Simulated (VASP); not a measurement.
Here is a VASP 6.6.1 calculation.

Contents of INCAR:

```
SYSTEM = CrGa11As12
  ALGO = Normal
  EDIFF = 1E-5
  ENCUT = 350
  GGA = PS
  ISIF = 2
  ISMEAR = 0
  ISPIN = 2
  ISYM = 0
  KPAR = 2
  LASPH = .TRUE.
  LCHARG = .FALSE.
  LDAU = .TRUE.
  LDAUJ = 0 0 0
  LDAUL = 2 -1 -1
  LDAUPRINT = 1
  LDAUTYPE = 2
  LDAUU = 3 0 0
  LMAXMIX = 4
  LORBIT = 11
  LREAL = Auto
  LWAVE = .FALSE.
  MAGMOM = 2 0 0 0 0 0 0 0 0 0 0 0 0 0 0 0 0 0 0 0 0 0 0 0
  NELECT = 216.0
  NELM = 120
  PREC = Accurate
  SIGMA = 0.03
```

KPOINTS

```
k-points
0
G
  2 2 2
  0 0 0
```

File POSCAR:

```
CrGa11As12                              
1.0
    0.0000000000      8.4805500000      8.4805500000
    5.6537000000      0.0000000000      5.6537000000
    5.6537000000      5.6537000000      0.0000000000
  Cr              Ga              As            
     1    11    12
Direct
     0.9983319465482915    0.0001791804240595    0.0015645793495381
     0.0014009781912815    0.0011379458854922    0.4974886586990593
     0.0001495679459148    0.5034450761611522    0.9967734092977487
     0.0014870685243828    0.4980505429487783    0.4986911522457850
     0.3328260086617140    0.0005637821256414    0.9964394306938887
     0.3344615097509109    0.9991558539623442    0.4956963134254585
     0.3344822796390493    0.4991040387830943    0.9971159682127598
     0.3352402470565892    0.4980707437051392    0.4973908329553131
     0.6679116710811536    0.0018764088002426    0.9969341531354234
     0.6665541717232056    0.9986248222428041    0.5006667870374651
     0.6654389076461551    0.5030290445663007    0.9994526631944617
     0.6677193907261334    0.4997909277426419    0.4981370328347505
     0.0823669210076268    0.1274612112686301    0.1216594109604525
     0.0841730950715263    0.1229490957037689    0.6265162074589438
     0.0841323905533337    0.6252928306764743    0.1237920710496669
     0.0851301710882849    0.6254174235522627    0.6215447619138439
     0.4176622987573170    0.1239509794593965    0.1204463758460064
     0.4160905715872724    0.1238233409267658    0.6234381842995429
     0.4149286831055839    0.6270908633134905    0.1231424471011163
     0.4174065871438681    0.6243539374518560    0.6222970513979305
     0.7475384360949144    0.1277864370045517    0.1255251133396645
     0.7510432213536870    0.1251903640831629    0.6229554291263444
     0.7499620090643419    0.6276862102705092    0.1234960798150125
     0.7513088676774572    0.6233309389414121    0.6241678866098218
```

Potentials or basis: VASP PAW PBE potentials, release 64 (Cr_pv, Ga_d, As).

Run with:

```bash
$ cat potpaw_PBE.64/Cr_pv/POTCAR potpaw_PBE.64/Ga_d/POTCAR potpaw_PBE.64/As/POTCAR > POTCAR
$ mpirun -np 4 vasp_std > vasp.out
```

Question: Estimate the band gap on the k mesh.

Answer: None (metal or under the smearing width).

Question: Predict the site moments.

Answer: Cr +3.67; Ga +0.01, +0.02, +0.00; As -0.10, -0.09, -0.00, +0.00, -0.04 μB.

Question: What does it give for the largest force?

Answer: 0.349 eV/Å.

Forces in eV/Å, atoms in the order of the input:
```
Cr  -0.025 -0.031 -0.017
Ga  -0.032 -0.029  0.174
Ga  -0.034  0.199 -0.039
Ga  -0.204  0.022  0.021
Ga   0.315 -0.097 -0.115
Ga   0.066 -0.260 -0.050
Ga   0.062 -0.054 -0.278
Ga   0.042 -0.063 -0.050
Ga   0.287 -0.015 -0.043
Ga  -0.075 -0.243  0.068
Ga  -0.082  0.060 -0.238
Ga   0.034 -0.025 -0.022
As  -0.034  0.127  0.104
As  -0.124  0.071  0.146
As  -0.113  0.126  0.100
As   0.061 -0.035 -0.041
As  -0.161  0.140  0.142
As  -0.029  0.098  0.017
As  -0.046  0.017  0.110
As  -0.020  0.070  0.064
As   0.213 -0.129 -0.127
As  -0.078  0.042 -0.003
As  -0.095  0.001  0.042
As   0.070  0.009  0.034
```

Caveat: the k mesh is coarse (spacing up to 0.48 Å⁻¹), so the values aren't converged; the cell is charged against a uniform background, so pressure and absolute levels hang on convention; the PAW data sets were made with another functional, which shifts forces and pressure a little; only a ferromagnetic start was run, and an antiferromagnetic order may lie lower in energy; the U is typed as a test and isn't derived for this compound. The state reached can hang on the start; a lower one may exist.
